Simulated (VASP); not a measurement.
Consider the following.

```
Al2Os
1.0
   -1.57767     1.57767     4.15127
    1.57767    -1.57767     4.15127
    1.57767     1.57767    -4.15127
Al Os
2 1
Direct
  0.33867   0.33867   0.00000
  0.66133   0.66133   0.00000
  0.00000   0.00000   0.00000
```

Level of theory: r2SCAN meta-GGA, VASP's PBE PAW potentials (set 64) (plane waves; VASP 6.6.1). Settings: 400 eV cut-off, 11×11×11 Γ-centred mesh, tetrahedra with Blöchl corrections, potentials Al Os.

The cores are frozen, which limits the accuracy of field gradients.

Question: Give the principal components of the electric field gradient (V/Å²) and the asymmetry η at each nucleus.

Answer: 
| atom | Vxx | Vyy | Vzz | η |
|---|---|---|---|---|
| Al1 | 7.1 | 7.1 | -14.3 | 0.00 |
| Al2 | 7.1 | 7.1 | -14.3 | 0.00 |
| Os3 | 137.6 | 137.6 | -275.2 | 0.00 |

The structure comes from a computed database's Al2Os entry (I4/mmm); how it stands against other phases isn't given here. The cell was not relaxed at this level.
